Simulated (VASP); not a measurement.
Method: r2SCAN meta-GGA, VASP's PBE PAW potentials (set 64) (plane waves; VASP).

A VASP calculation is set up with these files.

KPOINTS:
```
Automatic mesh
0
Gamma
6 6 4
0 0 0
```

**POSCAR**
```
MgI2
1.0
  2.0793342822  -3.6015121903   0.0000000000
  2.0793342822   3.6015121903   0.0000000000
  0.0000000000   0.0000000000   7.1545389860
Mg I
1 2
direct
  0.0000000000   0.0000000000   0.0000000000
  0.3333330000   0.6666670000   0.2328399465
  0.6666670000   0.3333330000   0.7671600535
```

**INCAR**
```
# general
SYSTEM  = MgI2
PREC    = Accurate
ENCUT   = 480
LREAL   = .False.
LASPH   = .True.

# electronic loop
EDIFF   = 1E-7
NELM    = 100
ALGO    = Normal
LMAXMIX = 4
LMIXTAU = .True.

# smearing
ISMEAR  = 0
SIGMA   = 0.05

# functional
METAGGA = R2SCAN

# ions
ISIF    = 2

# output
LWAVE   = .False.
LCHARG  = .False.
```

POTCAR, in this order: Mg I (PBE.64 set). Program: vasp_std.

What VASP printed:

File OSZICAR:
```
       N       E                     dE             d eps       ncg     rms          rms(c)
DAV:   1     0.308350042952E+02    0.30835E+02   -0.58099E+03   576   0.101E+03
DAV:   2    -0.529174672373E+02   -0.83752E+02   -0.76329E+02   840   0.148E+02
DAV:   3    -0.593074230437E+02   -0.63900E+01   -0.63596E+01   716   0.503E+01
DAV:   4    -0.594145856033E+02   -0.10716E+00   -0.10714E+00   724   0.817E+00
DAV:   5    -0.594170781850E+02   -0.24926E-02   -0.24925E-02   728   0.128E+00    0.431E+00
DAV:   6    -0.583562110909E+02    0.10609E+01   -0.51379E-01   600   0.507E+00    0.395E+00
DAV:   7    -0.565501517186E+02    0.18061E+01   -0.50897E-01   592   0.481E+00    0.159E+00
DAV:   8    -0.567638169669E+02   -0.21367E+00   -0.16881E-01   684   0.303E+00    0.386E-01
DAV:   9    -0.568300468598E+02   -0.66230E-01   -0.80920E-02   584   0.340E+00    0.339E-01
DAV:  10    -0.570138268599E+02   -0.18378E+00   -0.87268E-02   580   0.396E+00    0.178E-01
DAV:  11    -0.568982553748E+02    0.11557E+00   -0.37502E-02   600   0.246E+00    0.690E-02
DAV:  12    -0.569333359612E+02   -0.35081E-01   -0.30276E-02   588   0.252E+00    0.698E-02
DAV:  13    -0.569316638135E+02    0.16721E-02   -0.11819E-03   660   0.447E-01    0.488E-02
DAV:  14    -0.569341716167E+02   -0.25078E-02   -0.26730E-03   588   0.703E-01    0.413E-02
DAV:  15    -0.569342353802E+02   -0.63764E-04   -0.12792E-04   612   0.136E-01    0.269E-02
DAV:  16    -0.569342801275E+02   -0.44747E-04   -0.70018E-05   640   0.106E-01    0.224E-02
DAV:  17    -0.569342527512E+02    0.27376E-04   -0.45536E-06   712   0.257E-02    0.188E-02
DAV:  18    -0.569342894312E+02   -0.36680E-04   -0.90086E-06   616   0.370E-02    0.170E-02
DAV:  19    -0.569342642664E+02    0.25165E-04   -0.50772E-06   620   0.258E-02    0.769E-03
DAV:  20    -0.569342913117E+02   -0.27045E-04   -0.85486E-06   604   0.368E-02    0.526E-03
DAV:  21    -0.569342908016E+02    0.51009E-06   -0.10591E-07   528   0.265E-03    0.488E-03
DAV:  22    -0.569342909057E+02   -0.10408E-06   -0.21062E-08   408   0.175E-03    0.478E-03
DAV:  23    -0.569342899469E+02    0.95874E-06   -0.90914E-08   416   0.286E-03    0.542E-03
DAV:  24    -0.569342919022E+02   -0.19552E-05   -0.27559E-06   600   0.166E-02    0.537E-03
DAV:  25    -0.569342883710E+02    0.35312E-05   -0.12270E-06   608   0.106E-02    0.574E-03
DAV:  26    -0.569342900073E+02   -0.16364E-05   -0.16954E-07   440   0.495E-03    0.500E-03
DAV:  27    -0.569342884864E+02    0.15209E-05   -0.28427E-07   600   0.691E-03    0.324E-03
DAV:  28    -0.569342893704E+02   -0.88397E-06   -0.36463E-08   408   0.241E-03    0.201E-03
DAV:  29    -0.569342894372E+02   -0.66846E-07   -0.10491E-08   324   0.879E-04
   1 F= -.56934289E+02 E0= -.56934289E+02  d E =-.197963E-14
```

### OUTCAR
```
------------------------ aborting loop because EDIFF is reached ----------------------------------------
  FORCE on cell =-STRESS in cart. coord.  units (eV):
  Direction    XX          YY          ZZ          XY          YZ          ZX
  --------------------------------------------------------------------------------------
  Total        0.2682161      0.2682160      0.1158863      0.0000000      0.0000000      0.0000000
  in kB        4.0102785      4.0102775      1.7326938      0.0000000      0.0000000      0.0000000
  external PRESSURE =       3.2510833 kB  Pullay stress =       0.0000000 kB
  volume of cell :      107.16
      direct lattice vectors                 reciprocal lattice vectors
     2.079334282 -3.601512190  0.000000000     0.240461577 -0.138830573  0.000000000
     2.079334282  3.601512190  0.000000000     0.240461577  0.138830573  0.000000000
     0.000000000  0.000000000  7.154538986     0.000000000  0.000000000  0.139771410
 POSITION                                       TOTAL-FORCE (eV/Angst)
 -----------------------------------------------------------------------------------
      0.00000      0.00000      0.00000         0.000000     -0.000000      0.000000
      2.07933      1.20051      1.66586         0.000000      0.000000      0.026825
      2.07933     -1.20051      5.48868        -0.000000     -0.000000     -0.026825
 -----------------------------------------------------------------------------------
    total drift:                                0.000000     -0.000000      0.000000
  FREE ENERGIE OF THE ION-ELECTRON SYSTEM (eV)
  ---------------------------------------------------
  free  energy   TOTEN  =       -56.9342894372 eV

  energy  without entropy=      -56.9342894372  energy(sigma->0) =      -56.93428944
```
(Selected blocks of OUTCAR.)

File OUTCAR:
```
 val. band max:        1.5443758428   @ k =   0.0000   0.0000   0.0000

 cond. band min:       5.7526111825   @ k =   0.5000   0.0000   0.2500


 Fermi energy:         1.7994016001

 k-point     1 :       0.0000    0.0000    0.0000
  band No.  band energies     occupation
      1     -10.7609      2.00000
      2     -10.0809      2.00000
      3      -1.7898      2.00000
      4       1.1865      2.00000
      5       1.1865      2.00000
      6       1.4624      2.00000
      7       1.5444      2.00000
      8       1.5444      2.00000
      9       6.1110      0.00000
     10       7.0996      0.00000
     11       8.9072      0.00000
     12       8.9072      0.00000

 k-point     2 :       0.1667    0.0000    0.0000
  band No.  band energies     occupation
      1     -10.6150      2.00000
      2     -10.0016      2.00000
      3      -1.6075      2.00000
      4       0.2048      2.00000
      5       0.7230      2.00000
      6       0.8832      2.00000
      7       1.4130      2.00000
      8       1.4742      2.00000
      9       6.9097      0.00000
     10       7.6575      0.00000
     11       8.4699      0.00000
     12       9.3220      0.00000

 k-point     3 :       0.3333    0.0000    0.0000
  band No.  band energies     occupation
      1     -10.2686      2.00000
      2      -9.8578      2.00000
      3      -1.5176      2.00000
      4      -0.9806      2.00000
      5      -0.2549      2.00000
      6       0.4431      2.00000
      7       1.1244      2.00000
      8       1.2470      2.00000
      9       6.2708      0.00000
     10       7.7377      0.00000
     11       8.1666      0.00000
     12       9.4235      0.00000

 k-point     4 :       0.5000    0.0000    0.0000
  band No.  band energies     occupation
      1     -10.0297      2.00000
      2      -9.8279      2.00000
      3      -1.9720      2.00000
      4      -1.2712      2.00000
      5      -0.1258      2.00000
      6       0.2615      2.00000
...
```

Unless said otherwise, spin-orbit coupling is left out, though it shifts the bands of the heavy elements here.

The compound is MgI2 in the 1T layered structure. This cell was strained or had an atom moved on purpose.
